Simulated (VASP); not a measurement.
# RuBr2 (Fm-3m) in VASP: a series of runs, part 2 of 2

VASP 6.6.1.

## 3. Single point, PBEsol+U, collinear spin, random start

This run uses another cell than the first one: it holds 3 atoms, not 6.

The input, INCAR:

```
PREC     = Accurate       # precision mode
ENCUT    = 520            # plane-wave cutoff, eV
EDIFF    = 1E-7           # SCF threshold, eV
ISMEAR   = 0              # smearing method
SIGMA    = 0.05           # smearing width, eV
LREAL    = False          # projectors in reciprocal space
LASPH    = True           # aspherical terms in the spheres
NELM     = 100            # most SCF steps
ALGO     = Fast           # electronic algorithm
ISIF     = 2              # what is computed and relaxed
LWAVE    = False          # write WAVECAR
LCHARG   = True           # write CHGCAR
ISPIN    = 2              # spin polarisation
MAGMOM   = 0.2 0 0        # initial moments
LORBIT   = 11             # projections on sites
LMAXMIX  = 4              # l up to which the mixer works
LDAU     = True           # DFT+U
LDAUTYPE = 2            
LDAUL    = 2 -1           # shell
LDAUU    = 6 0            # U, eV
LDAUJ    = 0 0          
LDAUPRINT= 1            
GGA      = PS             # functional
LELF     = True           # ELF
LVHAR    = True
```

The input, KPOINTS:

```
regular mesh
0
Gamma
  5 5 5
```

The input, POSCAR:

```
RuBr2
1.0
    0.0000000000      3.1637246900      3.1637246900
    3.1637246900      0.0000000000      3.1637246900
    3.1637246900      3.1637246900      0.0000000000
Ru Br
1 2
Direct
    0.0000000000      0.0000000000      0.0000000000
    0.2500000000      0.2500000000      0.2500000000
    0.7500000000      0.7500000000      0.7500000000
```

Potentials or basis: VASP PAW PBE potentials, release 64 (Ru_pv, Br).

Launch:

```bash
cat potpaw_PBE.64/Ru_pv/POTCAR potpaw_PBE.64/Br/POTCAR > POTCAR
mpirun -np 1 vasp_std > vasp.out
```

OUTCAR:

```text
PREC = Accurate
   ENCUT = 520
   EDIFF = 1E-7
   ISMEAR = 0
   LREAL = False
   LASPH = True
   NELM = 100
   ISIF = 2
   ISPIN = 2
   LORBIT = 11
   GGA = PS

 ion  position               nearest neighbor table
   1  0.000  0.000  0.000-   3 2.74   3 2.74   3 2.74   2 2.74   2 2.74   2 2.74   3 2.74   2 2.74

   2  0.250  0.250  0.250-   1 2.74   1 2.74   1 2.74   1 2.74
   3  0.750  0.750  0.750-   1 2.74   1 2.74   1 2.74   1 2.74

  LATTYP: Found a face centered cubic cell.
 ALAT       =     6.3274493800

  Lattice vectors:

 A1 = (   0.0000000000,   3.1637246900,   3.1637246900)
 A2 = (   3.1637246900,   0.0000000000,   3.1637246900)
 A3 = (   3.1637246900,   3.1637246900,   0.0000000000)

Analysis of symmetry for initial positions (statically):
=====================================================================
 Subroutine PRICEL returns:
 Original cell was already a primitive cell.

 Routine SETGRP: Setting up the symmetry group for a
 face centered cubic supercell.

 Subroutine GETGRP returns: Found 48 space group operations
 (whereof 48 operations were pure point group operations)
 out of a pool of 48 trial point group operations.

The static configuration has the point symmetry O_h .

Analysis of symmetry for dynamics (positions and initial velocities):
=====================================================================
 Subroutine PRICEL returns:
 Original cell was already a primitive cell.

 Routine SETGRP: Setting up the symmetry group for a
 face centered cubic supercell.

 Subroutine GETGRP returns: Found 48 space group operations
 (whereof 48 operations were pure point group operations)
 out of a pool of 48 trial point group operations.

The dynamic configuration has the point symmetry O_h .

Analysis of structural, dynamic, and magnetic symmetry:
=====================================================================
 Subroutine PRICEL returns:
[... 183 lines left out ...]

  energy without entropy =       -6.28928938  energy(sigma->0) =       -6.29080917

 E-fermi :   6.1626     XC(G=0): -10.6237

 val. band max:        6.1211985104   @ k =  -0.4000   0.4000   0.2000
 cond. band min:       6.2457145475   @ k =   0.4000   0.4000   0.0000
 fundamental gap:      0.1245160370
 Fermi energy:         6.1625515516

 spin component 1

 k-point     1 :       0.0000    0.0000    0.0000
  band No.  band energies     occupation
      1     -36.1072      1.00000
      2     -36.1072      1.00000
      3     -36.1072      1.00000
      4     -11.5790      1.00000
      5      -9.0895      1.00000
      6      -0.2957      1.00000
[... 186 lines left out ...]
      4     -10.4967      1.00000
      5     -10.1356      1.00000
      6      -1.0313      1.00000
[... 10 lines left out ...]
     17      10.1763      0.00000
     18      11.9164      0.00000
 Fermi energy:         6.1625515516

 spin component 2

 k-point     1 :       0.0000    0.0000    0.0000
  band No.  band energies     occupation
      1     -36.1072      1.00000
      2     -36.1072      1.00000
      3     -36.1072      1.00000
      4     -11.5790      1.00000
      5      -9.0895      1.00000
      6      -0.2957      1.00000
[... 187 lines left out ...]
      5     -10.1357      1.00000
      6      -1.0313      1.00000
[... 10 lines left out ...]
     17      10.1763      0.00000
     18      11.9163      0.00000

------------------------ aborting loop because EDIFF is reached ----------------------------------------

  FORCE on cell =-STRESS in cart. coord.  units (eV):
  Direction    XX          YY          ZZ          XY          YZ          ZX
  --------------------------------------------------------------------------------------
  -------------------------------------------------------------------------------------
  Total       -0.4377605     -0.4377605     -0.4377605      0.0000000     -0.0000000      0.0000000
  in kB      -11.0744239    -11.0744239    -11.0744239      0.0000000     -0.0000000      0.0000000
  external PRESSURE =     -11.0744239 kB  Pullay stress =       0.0000000 kB

 VOLUME and BASIS-vectors are now :
 -----------------------------------------------------------------------------
  energy-cutoff  :      520.00
  volume of cell :       63.33
      direct lattice vectors                 reciprocal lattice vectors
     0.000000000  3.163724690  3.163724690    -0.158041565  0.158041565  0.158041565
     3.163724690  0.000000000  3.163724690     0.158041565 -0.158041565  0.158041565
     3.163724690  3.163724690  0.000000000     0.158041565  0.158041565 -0.158041565

 POSITION                                       TOTAL-FORCE (eV/Angst)
 -----------------------------------------------------------------------------------
      0.00000      0.00000      0.00000        -0.000000     -0.000000     -0.000000
      1.58186      1.58186      1.58186         0.000000      0.000000     -0.000000
      4.74559      4.74559      4.74559         0.000000     -0.000000      0.000000
 -----------------------------------------------------------------------------------
    total drift:                               -0.000000      0.000000      0.000000

  FREE ENERGIE OF THE ION-ELECTRON SYSTEM (eV)
  ---------------------------------------------------
  free  energy   TOTEN  =        -6.2923289579 eV

  energy  without entropy=       -6.2892893770  energy(sigma->0) =       -6.29080917

 total charge

# of ion       s       p       d       tot
------------------------------------------
    1        0.188   6.118   6.115  12.420
    2        1.638   3.111   0.053   4.802
    3        1.638   3.111   0.053   4.802
--------------------------------------------------
tot          3.465  12.340   6.221  22.025

 magnetization (x)

# of ion       s       p       d       tot
------------------------------------------
    1       -0.000   0.000  -0.000  -0.000
    2       -0.000  -0.000   0.000  -0.000
    3       -0.000  -0.000   0.000  -0.000
--------------------------------------------------
tot         -0.000  -0.000  -0.000  -0.000
```

OSZICAR:

```text
N       E                     dE             d eps       ncg     rms          rms(c)
DAV:   1     0.220971269698E+03    0.22097E+03   -0.15082E+04   800   0.142E+03
[... 21 lines left out ...]
RMM:  23    -0.629234558922E+01    0.19333E-03   -0.29716E-04   958   0.103E-01    0.391E-02
RMM:  24    -0.629239236774E+01   -0.46779E-04   -0.31913E-05   849   0.352E-02    0.681E-02
RMM:  25    -0.629235630441E+01    0.36063E-04   -0.46286E-06   780   0.158E-02    0.436E-02
RMM:  26    -0.629233656223E+01    0.19742E-04   -0.52318E-06   806   0.134E-02    0.254E-02
RMM:  27    -0.629232979098E+01    0.67712E-05   -0.10300E-05   898   0.194E-02    0.787E-03
RMM:  28    -0.629232897642E+01    0.81456E-06   -0.88733E-07   628   0.697E-03    0.336E-03
RMM:  29    -0.629232895786E+01    0.18561E-07   -0.88220E-08   492   0.205E-03
   1 F= -.62923290E+01 E0= -.62908092E+01  d E =-.303958E-02  mag=    -0.0001
```

stdout:

```text
POSCAR found type information on POSCAR RuBr
 POSCAR found :  2 types and       3 ions
 scaLAPACK will be used
 -----------------------------------------------------------------------------
|                                                                             |
|                                                                             |
|     You enforced a specific xc type in the INCAR file but a different       |
|     I HOPE YOU KNOW WHAT YOU ARE DOING!                                     |
|                                                                             |
 -----------------------------------------------------------------------------

 LDA part: xc-table for (Slater+PW92), standard interpolation
 POSCAR, INCAR and KPOINTS ok, starting setup
 FFT: planning ... GRIDC
 FFT: planning ... GRID_SOFT
 FFT: planning ... GRID
 WAVECAR not read
 entering main loop
```

It took 2.2 min on 1 thread of Intel Xeon Platinum 8259CL at 2.50GHz (Skylake/Cascade Lake), shared host; peak memory 0.24 GiB.

What came out:

```
Free energy                                           : -6.2923 eV
Pressure                                              : -1.1 GPa
Band gap on the k mesh                                : none (metal or under the smearing width)
Net moment                                            : 0.00 μB per cell
Valence electrons inside the program's atomic spheres : Ru 12.42; Br 4.80
```

Eigenvalues of the final occupation matrices:
```
    site  spin  trace               eigenvalues
site 1 d     1   3.08  0.46 0.46 0.46 0.85 0.85
site 1 d     2   3.08  0.46 0.46 0.46 0.85 0.85
```

Caveat: the PAW data sets were made with another functional, which shifts forces and pressure a little.

## 4. Single point, PBEsol+U, collinear spin, ferromagnetic start

This run uses another cell than the first one: it holds 3 atoms, not 6.

The input, INCAR:

```
PREC = Accurate
ENCUT = 520
EDIFF = 1E-6
ISMEAR = 0
SIGMA = 0.05
LREAL = F
LASPH = T
NELM = 80
ALGO = Normal
ISIF = 2
LWAVE = F
LCHARG = F
ISPIN = 2
MAGMOM = 1 0 0
LORBIT = 11
NUPDOWN = 4
LMAXMIX = 4
LDAU = T
LDAUTYPE = 2
LDAUL = 2 -1
LDAUU = 6 0
LDAUJ = 0 0
LDAUPRINT = 1
GGA = PS
```

The input, KPOINTS:

```
Automatic mesh
0
Gamma
  5 5 5
```

POSCAR is that of step 3.

Launch:

```bash
cat potpaw_PBE.64/Ru_pv/POTCAR potpaw_PBE.64/Br/POTCAR > POTCAR
mpirun -np 1 vasp_std > vasp.out
```

It took 47 s on 1 thread of Intel Xeon Platinum 8259CL at 2.50GHz (Skylake/Cascade Lake), shared host; peak memory 0.23 GiB.

Results (log left out):

- Free energy: -7.2580 eV
- Pressure: 15.2 GPa
- Net moment: 4.00 μB per cell
- Site moments: Ru +3.37; Br +0.22 μB
- Valence electrons inside the program's atomic spheres: Ru 12.18; Br 4.93

Eigenvalues of the final occupation matrices:
```
    site  spin  trace               eigenvalues
site 1 d     1   4.61  0.90 0.90 0.94 0.94 0.94
site 1 d     2   1.25  0.14 0.14 0.14 0.42 0.42
```

Caveat: the moment is held away from its start; the PAW data sets were made with another functional, which shifts forces and pressure a little; the total moment is fixed, so each spin has its own Fermi level.
